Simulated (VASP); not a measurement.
Here is the system:

```
CELL_PARAMETERS angstrom
      0.00000     3.18292     3.18292
      3.18292     0.00000     3.18292
      3.18292     3.18292     0.00000
ATOMIC_POSITIONS crystal
  Cd 0.00000 0.00000 0.00000
  Te 0.25000 0.25000 0.25000
```

Computed with PBEsol GGA, VASP's PBE PAW potentials (set 64) (plane waves; VASP). Numerical set-up: 520 eV cut-off, 7×7×7 Γ-centred mesh, Gaussian smearing of 0.050 eV, potentials Cd Te.

Give the stress tensor in GPa (positive for a compressed cell).

```
2.94  0.00  0.00
0.00  2.94  0.00
0.00  0.00  2.94
```
The pressure is its mean diagonal, 2.94 GPa.

The compound is CdTe in the zinc blende structure. This cell is one point of a volume scan, at 0.94 of the reference volume.
